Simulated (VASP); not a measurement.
```
MgF2
1.0
    4.62510     0.00000     0.00000
    0.00000     4.62510     0.00000
    0.00000     0.00000     3.05421
Mg F
2 4
Cartesian
  0.00000   0.00000   0.00000
  2.31255   2.31255   1.52711
  1.40180   1.40180   0.00000
  3.71435   0.91075   1.52711
  0.91075   3.71435   1.52711
  3.22330   3.22330   0.00000
```

Computed with PBEsol GGA, VASP's PBE PAW potentials (set 64) (plane waves; VASP). Numerical set-up: 620 eV cut-off, 5×5×7 Γ-centred mesh, Gaussian smearing of 0.050 eV, potentials Mg F.

Question: Estimate the energy per atom (σ→0), band gap (on the k-mesh) with the smallest direct gap where there is one.

Answer: 
The band gap (on the k-mesh) is 6.92 eV, the smallest direct gap (on the k-mesh) is 6.92 eV and the energy per atom (σ→0) comes out as -5435 meV/atom.

The compound is MgF2 in the rutile structure. It was relaxed first.
